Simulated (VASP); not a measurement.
# How SCF solver and k-mesh change a VASP run on Ag (Silver)

A convergence test on Ag (Silver): the SCF solver and k-mesh. The series runs use r2SCAN. The SCF solver tried: ALGO = Normal; ALGO = Fast; ALGO = VeryFast; ALGO = All; ALGO = Damped; AMIX = 0.1, BMIX = 0.01; AMIX = 0.8; IMIX = 1, AMIX = 0.2. The k-mesh tried: 3 3 3; 4 4 4; 5 5 5; 6 6 6; 8 8 8; 11 11 11; 14 14 14; 17 17 17. The start is a cell from a database of measured crystal structures.

Calculated with VASP 6.6.1; r2SCAN; plane waves and PAW (Ag).

## Step 1: Set-up

Symmetry: Fm-3m, No. 225, cubic system. Conventional cell: a = 4.085 Å, b = 4.085 Å, c = 4.085 Å, α = 90.00°, β = 90.00°, γ = 90.00°. Nearest to Ag lie 12 Ag at 2.89 Å.

## Step 2: SCF solver: ALGO = Normal

All solvers should reach one answer; they differ in cycles and robustness. r2SCAN adds the kinetic-energy density, costs more than a GGA and is run with LASPH.

Contents of INCAR:

```
SYSTEM = Ag
PREC = Accurate
ENCUT = 400
EDIFF = 1E-06
NELM = 100
ISMEAR = -1
SIGMA = 0.05
LREAL = .FALSE.
ALGO = Normal
METAGGA = R2SCAN
LASPH = .TRUE.
NBANDS = 11
LORBIT = 11
LWAVE = .FALSE.
LCHARG = .FALSE.
KPAR = 2
ISIF = 2
```

Contents of POSCAR:

```
Ag
1.0
    0.0000000000      2.0427500000      2.0427500000
    2.0427500000      0.0000000000      2.0427500000
    2.0427500000      2.0427500000      0.0000000000
Ag
1
Direct
    0.0000000000      0.0000000000      0.0000000000
```

Contents of KPOINTS:

```
Automatic mesh
0
Gamma
9 9 9
0 0 0
```

PAW data sets: Ag (PBE family, release 64).

Started as:

```console
$ mpirun -np 2 vasp_std
```

Log:

```text
[banner, memory and clock lines left out]
running    2 mpi-ranks, on    1 nodes
 distrk:  each k-point on    1 cores,    2 groups
 distr:  one band on    1 cores,    1 groups

 POSCAR found type information on POSCAR Ag
 POSCAR found :  1 types and       1 ions
|                                                                             |
|               ----> ADVICE to this user running VASP <----                  |
|                                                                             |
|     You enforced a specific xc type in the INCAR file but a different       |
|     [... a line on the potential file left out ...]
|     I HOPE YOU KNOW WHAT YOU ARE DOING!                                     |
|                                                                             |

 LDA part: xc-table for (None), standard interpolation
 POSCAR, INCAR and KPOINTS ok, starting setup
 FFT: planning ... GRIDC
 FFT: planning ... GRID_SOFT
 FFT: planning ... GRID
 WAVECAR not read
 entering main loop
       N       E                     dE             d eps       ncg     rms          rms(c)
DAV:   1     0.227692760708E+02    0.22769E+02   -0.48267E+03   786   0.741E+02
DAV:   2    -0.242136634165E+02   -0.46983E+02   -0.44645E+02   890   0.184E+02
DAV:   3    -0.248369455906E+02   -0.62328E+00   -0.62307E+00   868   0.228E+01
DAV:   4    -0.248397325426E+02   -0.27870E-02   -0.27868E-02   863   0.154E+00
DAV:   5    -0.248397690405E+02   -0.36498E-04   -0.36498E-04   898   0.150E-01    0.604E+00
DAV:   6    -0.214156370963E+02    0.34241E+01   -0.58438E+00   785   0.245E+01    0.463E+00
DAV:   7    -0.213791180457E+02    0.36519E-01   -0.15632E-01   839   0.352E+00    0.254E+00
DAV:   8    -0.213782481080E+02    0.86994E-03   -0.46952E-02   824   0.208E+00    0.329E-01
DAV:   9    -0.213761869316E+02    0.20612E-02   -0.96748E-03   866   0.957E-01    0.371E-02
DAV:  10    -0.213763543169E+02   -0.16739E-03   -0.52120E-04   854   0.236E-01    0.511E-02
DAV:  11    -0.213763134605E+02    0.40856E-04   -0.14616E-04   845   0.116E-01    0.115E-02
DAV:  12    -0.213763113935E+02    0.20670E-05   -0.10572E-05   875   0.347E-02    0.163E-03
DAV:  13    -0.213763113550E+02    0.38538E-07   -0.28002E-07   433   0.494E-03
   1 F= -.21376311E+02 E0= -.21375885E+02  d E =-.853298E-03
```

It took 24 s on 2 MPI ranks of Intel Xeon Platinum 8488C (Sapphire Rapids), shared host; peak memory 0.22 GiB; 34 s of CPU time.

The logs omit lines about the potential files and the build; timing stands in the text.

Parts of OUTCAR (step 2):

```text
ion  position               nearest neighbor table
   1  0.000  0.000  0.000-

  LATTYP: Found a face centered cubic cell.
 ALAT       =     4.0855000000

 Subroutine GETGRP returns: Found 48 space group operations
 (whereof 48 operations were pure point group operations)

The static configuration has the point symmetry O_h .

 Found     35 irreducible k-points:

   k-points           NKPTS =     35   k-points in BZ     NKDIM =     35   number of bands    NBANDS=     11

   dimension x,y,z NGX =    20 NGY =   20 NGZ =   20
   dimension x,y,z NGXF=    40 NGYF=   40 NGZF=   40

   ENCUT  =  400.0 eV  29.40 Ry    5.42 a.u.   4.71  4.71  4.71*2*pi/ulx,y,z

   NELECT =      11.0000    total number of electrons

 k-points in reciprocal lattice and weights: Automatic mesh
   0.00000000  0.00000000  0.00000000       0.001
   0.11111111  0.00000000  0.00000000       0.011
   0.22222222  0.00000000  0.00000000       0.011
   0.33333333  0.00000000  0.00000000       0.011
   0.44444444  0.00000000  0.00000000       0.011
   0.11111111  0.11111111  0.00000000       0.008
   0.22222222  0.11111111  0.00000000       0.033
   0.33333333  0.11111111  0.00000000       0.033
   0.44444444  0.11111111  0.00000000       0.033
[...]
-0.33333333  0.44444444  0.11111111       0.033
  -0.33333333  0.44444444  0.22222222       0.033

 average (electrostatic) potential at core
       1 -75.8020

 E-fermi :   8.7980

 k-point     1 :       0.0000    0.0000    0.0000
  band No.  band energies     occupation
    ...
      2       3.2902      2.00000
      3       3.2902      2.00000
      4       3.2902      2.00000
      5       4.3337      2.00000
      6       4.3337      2.00000
      7      25.0755      0.00000
      8      28.8161      0.00000
      9      28.8161      0.00000
     10      28.8161      0.00000
     11      33.8015      0.00000

 k-point     2 :       0.1111    0.0000    0.0000
  band No.  band energies     occupation
    ...
      2       3.2162      2.00000
      3       3.3899      2.00000
      4       3.3899      2.00000
      5       4.3027      2.00000
      6       4.3027      2.00000
      7      24.8184      0.00000
      8      26.4863      0.00000
      9      28.9401      0.00000
     10      28.9402      0.00000
     11      33.0217      0.00000

 k-point     3 :       0.2222    0.0000    0.0000
  band No.  band energies     occupation
    ...
      2       3.3893      2.00000
      3       3.5020      2.00000
      4       3.5020      2.00000
      5       4.3902      2.00000
      6       4.3902      2.00000
      7      21.1024      0.00000
      8      25.8570      0.00000
      9      28.9393      0.00000
     10      28.9393      0.00000
     11      32.0741      0.00000

  Total        0.1189009      0.1189009      0.1189009      0.0000000     -0.0000000      0.0000000
  in kB       11.1742904     11.1742904     11.1742904      0.0000000     -0.0000000      0.0000000
  external PRESSURE =      11.1742904 kB  Pullay stress =       0.0000000 kB

  energy-cutoff  :      400.00
  volume of cell :       17.05
      direct lattice vectors                 reciprocal lattice vectors
     0.000000000  2.042750000  2.042750000    -0.244768082  0.244768082  0.244768082
     2.042750000  0.000000000  2.042750000     0.244768082 -0.244768082  0.244768082
     2.042750000  2.042750000  0.000000000     0.244768082  0.244768082 -0.244768082

 POSITION                                       TOTAL-FORCE (eV/Angst)
 -----------------------------------------------------------------------------------
      0.00000      0.00000      0.00000        -0.000000      0.000000      0.000000
 -----------------------------------------------------------------------------------
    total drift:                                0.000000      0.000000      0.000000

  FREE ENERGIE OF THE ION-ELECTRON SYSTEM (eV)
  ---------------------------------------------------
  free  energy   TOTEN  =       -21.3763113550 eV

  energy  without entropy=      -21.3754580573  energy(sigma->0) =      -21.37588471

 total charge
# of ion       s       p       d       tot
------------------------------------------
    1        0.447   0.299   9.177   9.923

[... 3 further parts left out ...]
```

This run has no spin polarisation. Its electron count is odd, so without a moment it is a metal by construction. The k-mesh is coarse for a metal. The PAW data sets were made with PBE, which is usual practice but a small mismatch for other functionals.

Numbers from this step:

```
SCF cycles              : 13
electrons               : 11
bands                   : 11
irreducible k-points    : 35
symmetry operations     : 48
free energy (TOTEN)     : -21.38 eV
energy at zero smearing : -21.38 eV
Fermi energy            : 8.798 eV
pressure                : 1.117 GPa
metallic                : yes
```

The series starts at -21.3759 eV an atom and 1.12 GPa, after 13 cycles in 24 s.

## Step 3: SCF solver: ALGO = Fast

Edit INCAR of step 2 so:

```diff
@@ -8,3 +8,3 @@
 LREAL = .FALSE.
-ALGO = Normal
+ALGO = Fast
 METAGGA = R2SCAN
```

POSCAR is that of step 2.

KPOINTS is that of step 2.

Started as:

```console
$ mpirun -np 2 vasp_std
```

Log:

```text
[banner, memory and clock lines left out]
running    2 mpi-ranks, on    1 nodes
[...]
[... a notice as in an earlier step ...]

 LDA part: xc-table for (None), standard interpolation
 POSCAR, INCAR and KPOINTS ok, starting setup
[...]
entering main loop
       N       E                     dE             d eps       ncg     rms          rms(c)
[... 5 cycles as in an earlier step ...]
RMM:   6    -0.214127866179E+02    0.34270E+01   -0.25527E+00   770   0.170E+01    0.446E+00
RMM:   7    -0.213797660258E+02    0.33021E-01   -0.68990E-02   816   0.234E+00    0.256E+00
RMM:   8    -0.213786850758E+02    0.10810E-02   -0.22178E-02   791   0.138E+00    0.369E-01
RMM:   9    -0.213761509256E+02    0.25342E-02   -0.39703E-03   901   0.579E-01    0.604E-02
RMM:  10    -0.213764000746E+02   -0.24915E-03   -0.11252E-03   865   0.347E-01    0.679E-02
RMM:  11    -0.213763158509E+02    0.84224E-04   -0.11913E-04   904   0.103E-01    0.190E-02
RMM:  12    -0.213763184296E+02   -0.25788E-05   -0.18472E-05   901   0.310E-02    0.199E-02
RMM:  13    -0.213763137159E+02    0.47138E-05   -0.62553E-06   820   0.225E-02    0.209E-02
RMM:  14    -0.213763136337E+02    0.82210E-07   -0.13625E-06   537   0.822E-03
   1 F= -.21376314E+02 E0= -.21375887E+02  d E =-.853441E-03
```

Wall time 28 s (2 MPI ranks); peak memory 0.22 GiB.

Parts of OUTCAR (step 3):

```text
  Total        0.1358876      0.1358876      0.1358876      0.0000000      0.0000000     -0.0000000
  in kB       12.7706995     12.7706995     12.7706995      0.0000000      0.0000000     -0.0000000
  external PRESSURE =      12.7706995 kB  Pullay stress =       0.0000000 kB

 POSITION                                       TOTAL-FORCE (eV/Angst)
 -----------------------------------------------------------------------------------
      0.00000      0.00000      0.00000        -0.000000     -0.000000     -0.000000
 -----------------------------------------------------------------------------------
    total drift:                                0.000000      0.000000      0.000000

  FREE ENERGIE OF THE ION-ELECTRON SYSTEM (eV)
  ---------------------------------------------------
  free  energy   TOTEN  =       -21.3763136337 eV

  energy  without entropy=      -21.3754601924  energy(sigma->0) =      -21.37588691

[... 2 parts as in an earlier step ...]

[... 1 further part left out ...]
[key lines of the parts left out:]
E-fermi :   8.7971
```

Against the first of the series the energy stays within 0.01 meV an atom; the pressure moves by +0.16 GPa, after 14 cycles in 28 s.

## Step 4: SCF solver: ALGO = VeryFast

Edit INCAR of step 3 so:

```diff
@@ -8,3 +8,3 @@
 LREAL = .FALSE.
-ALGO = Fast
+ALGO = VeryFast
 METAGGA = R2SCAN
```

POSCAR is that of step 3.

KPOINTS is that of step 3.

Started as:

```console
$ mpirun -np 2 vasp_std
```

Log:

```text
[... set-up lines as in an earlier step ...]
 entering main loop
       N       E                     dE             d eps       ncg     rms          rms(c)
RMM:   1     0.594172681371E+02    0.59417E+02   -0.28010E+03   385   0.589E+02
RMM:   2    -0.113346536981E+02   -0.70752E+02   -0.65647E+02   385   0.167E+02
RMM:   3    -0.240670239316E+02   -0.12732E+02   -0.66834E+01   385   0.530E+01
RMM:   4    -0.247808329692E+02   -0.71381E+00   -0.38939E+00   385   0.161E+01
[...]
RMM:  18    -0.213763181051E+02    0.59397E-04   -0.65569E-05   880   0.781E-02    0.216E-02
RMM:  19    -0.213763119483E+02    0.61568E-05   -0.16869E-05   865   0.421E-02    0.329E-03
RMM:  20    -0.213763114079E+02    0.54034E-06   -0.19308E-06   729   0.142E-02
   1 F= -.21376311E+02 E0= -.21375885E+02  d E =-.853211E-03
```

Run time: 31 s. Hardware: 2 MPI ranks; peak memory 0.22 GiB.

From OUTCAR (step 4):

```text
  Total        0.1120943      0.1120943      0.1120943     -0.0000000      0.0000000      0.0000000
  in kB       10.5346090     10.5346090     10.5346090     -0.0000000      0.0000000      0.0000000
  external PRESSURE =      10.5346090 kB  Pullay stress =       0.0000000 kB

 POSITION                                       TOTAL-FORCE (eV/Angst)
 -----------------------------------------------------------------------------------
      0.00000      0.00000      0.00000         0.000000      0.000000      0.000000
 -----------------------------------------------------------------------------------
    total drift:                                0.000000     -0.000000      0.000000

  FREE ENERGIE OF THE ION-ELECTRON SYSTEM (eV)
  ---------------------------------------------------
  free  energy   TOTEN  =       -21.3763114079 eV

  energy  without entropy=      -21.3754581968  energy(sigma->0) =      -21.37588480

[... 2 parts as in an earlier step ...]

[... 1 further part left out ...]
[key lines of the parts left out:]
E-fermi :   8.7980
```

Against the first of the series the energy stays within 0.01 meV an atom; the pressure moves by -0.06 GPa, after 20 cycles in 31 s.

## Step 5: SCF solver: ALGO = All

Edit INCAR of step 4 so:

```diff
@@ -8,3 +8,3 @@
 LREAL = .FALSE.
-ALGO = VeryFast
+ALGO = All
 METAGGA = R2SCAN
```

POSCAR is that of step 4.

KPOINTS is that of step 4.

Started as:

```console
$ mpirun -np 2 vasp_std
```

Log:

```text
[... set-up lines as in an earlier step ...]
 entering main loop
       N       E                     dE             d eps       ncg     rms           ort
DAV:   1     0.227692760708E+02    0.22769E+02   -0.54367E+03   385   0.878E+02
DAV:   2    -0.242136634165E+02   -0.46983E+02   -0.44645E+02   385   0.184E+02
DAV:   3    -0.248369455906E+02   -0.62328E+00   -0.62307E+00   385   0.228E+01
DAV:   4    -0.248397325426E+02   -0.27870E-02   -0.27868E-02   385   0.154E+00
DAV:   5    -0.248397690405E+02   -0.36498E-04   -0.36498E-04   385   0.150E-01
SDA:   6    -0.202763687338E+02    0.45634E+01   -0.36498E-04   385   0.422E+01   0.000E+00
 gam= 0.000 g(H,U,f)=  0.237E+01 0.185E+01 0.553E-03 ort(H,U,f) = 0.000E+00 0.000E+00 0.000E+00
 gam= 0.000 trial= 0.400  step=  0.4825 mean=  0.4000
CGA:   7    -0.212996082523E+02   -0.10232E+01   -0.10183E+01   385   0.116E+00   0.785E-01
 gam= 0.027 g(H,U,f)=  0.458E-01 0.697E-01 0.110E-04 ort(H,U,f) =-0.261E+00 0.339E+00 0.525E-04
 gam= 0.027 trial= 0.408  step=  1.2004 mean=  0.4082
[...]
gam= 0.159 trial= 0.513  step=  0.7713 mean=  0.5130
CGA:  10    -0.213762774592E+02   -0.55283E-03   -0.55565E-03   385   0.519E-04  -0.222E-04
 gam= 0.036 g(H,U,f)=  0.426E-04 0.918E-05 0.107E-06 ort(H,U,f) =-0.464E-04 0.236E-04 0.560E-06
 gam= 0.036 trial= 0.539  step=  1.0648 mean=  0.5388
CGA:  11    -0.213763061810E+02   -0.28722E-04   -0.27210E-04   385   0.631E-05   0.575E-05
 gam= 0.122 g(H,U,f)=  0.435E-05 0.195E-05 0.139E-07 ort(H,U,f) = 0.190E-05 0.381E-05 0.470E-07
 gam= 0.122 trial= 0.591  step=  1.0235 mean=  0.5914
SDA:  12    -0.213763102544E+02   -0.40733E-05   -0.35882E-05   385   0.161E-05   0.225E-05
 gam= 0.000 g(H,U,f)=  0.139E-05 0.222E-06 0.223E-08 ort(H,U,f) = 0.145E-05 0.790E-06 0.794E-08
 gam= 0.000 trial= 0.635  step=  1.6052 mean=  0.6346
SDA:  13    -0.213763112923E+02   -0.10379E-05   -0.12924E-05   385   0.164E-05  -0.525E-06
 gam= 0.000 g(H,U,f)=  0.144E-05 0.201E-06 0.138E-09 ort(H,U,f) =-0.549E-06 0.241E-07-0.557E-09
 gam= 0.000 trial= 0.732  step=  0.3335 mean=  0.7317
SDA:  14    -0.213763114406E+02   -0.14830E-06   -0.27428E-06   385   0.282E-06   0.633E-06
 gam= 0.000 g(H,U,f)=  0.261E-06 0.219E-07 0.243E-11 ort(H,U,f) = 0.572E-06 0.611E-07-0.177E-10
 gam= 0.000 trial= 0.692  step=  0.2356 mean=  0.6919
 final diagonalization occupied
   1 F= -.21376311E+02 E0= -.21375885E+02  d E =-.853170E-03
```

Wall time 30 s (2 MPI ranks); peak memory 0.23 GiB; 46 s of CPU time.

Parts of OUTCAR (step 5):

```text
  Total        0.1168202      0.1168202      0.1168202     -0.0000000      0.0000000      0.0000000
  in kB       10.9787536     10.9787536     10.9787536     -0.0000000      0.0000000      0.0000000
  external PRESSURE =      10.9787536 kB  Pullay stress =       0.0000000 kB

 POSITION                                       TOTAL-FORCE (eV/Angst)
 -----------------------------------------------------------------------------------
      0.00000      0.00000      0.00000         0.000000      0.000000      0.000000
 -----------------------------------------------------------------------------------
    total drift:                                0.000000      0.000000      0.000000

  FREE ENERGIE OF THE ION-ELECTRON SYSTEM (eV)
  ---------------------------------------------------
  free  energy   TOTEN  =       -21.3763114406 eV

  energy  without entropy=      -21.3754582704  energy(sigma->0) =      -21.37588486

[... 2 parts as in an earlier step ...]

[... 1 further part left out ...]
[key lines of the parts left out:]
E-fermi :   8.7964
```

Against the first of the series the energy stays within 0.01 meV an atom; the pressure moves by -0.02 GPa, after 14 cycles in 30 s.

## Step 6: SCF solver: ALGO = Damped

Edit INCAR of step 5 so:

```diff
@@ -8,3 +8,3 @@
 LREAL = .FALSE.
-ALGO = All
+ALGO = Damped
 METAGGA = R2SCAN
```

POSCAR is that of step 5.

KPOINTS is that of step 5.

Started as:

```console
$ mpirun -np 2 vasp_std
```

Log:

```text
[... set-up lines as in an earlier step ...]
 entering main loop
       N       E                     dE             d eps       ncg     rms           ort
DAV:   1     0.553817468441E+02    0.55382E+02   -0.50865E+03   385   0.878E+02
DAV:   2    -0.195334705849E+02   -0.74915E+02   -0.71796E+02   385   0.238E+02
DAV:   3    -0.245954448902E+02   -0.50620E+01   -0.50242E+01   385   0.636E+01
DAV:   4    -0.248315710440E+02   -0.23613E+00   -0.23550E+00   385   0.148E+01
[...]
DMP:  18    -0.213763025063E+02   -0.11269E-04   -0.13980E-04   385   0.277E-04   0.189E-04
DMP:  19    -0.213763109347E+02   -0.84284E-05   -0.50698E-06   385   0.665E-06   0.158E-05
DMP:  20    -0.213763107041E+02    0.23057E-06   -0.71448E-06   385   0.363E-05  -0.482E-05
 final diagonalization occupied
   1 F= -.21376311E+02 E0= -.21375884E+02  d E =-.853333E-03
```

The job ended after 30 s (2 MPI ranks; peak memory 0.22 GiB).

From OUTCAR (step 6):

```text
  Total        0.1299699      0.1299699      0.1299699      0.0000000      0.0000000     -0.0000000
  in kB       12.2145526     12.2145526     12.2145526      0.0000000      0.0000000     -0.0000000
  external PRESSURE =      12.2145526 kB  Pullay stress =       0.0000000 kB

  FREE ENERGIE OF THE ION-ELECTRON SYSTEM (eV)
  ---------------------------------------------------
  free  energy   TOTEN  =       -21.3763107041 eV

  energy  without entropy=      -21.3754573714  energy(sigma->0) =      -21.37588404

[... 3 parts as in an earlier step ...]

[... 1 further part left out ...]
[key lines of the parts left out:]
E-fermi :   8.7995
```

Against the first of the series the energy stays within 0.01 meV an atom; the pressure moves by +0.10 GPa, after 20 cycles in 30 s.

(Continued in part 2 of 3.)

[Lines on the potential files, build, host, timing and source positions are cut from VASP's logs without a mark.]

[Logs are printed without paths, hosts, clocks, repeated set-up lines and the standing remarks that a program may print on its own settings, such as how far it seeks lower states.]

[Hosts, paths, dates, database ids (printed as entryN), source tags and the programs' standing remarks are cut or masked in the printed files.]

[A measured line is paired with the nearest computed mode of its activity, which favours agreement.]
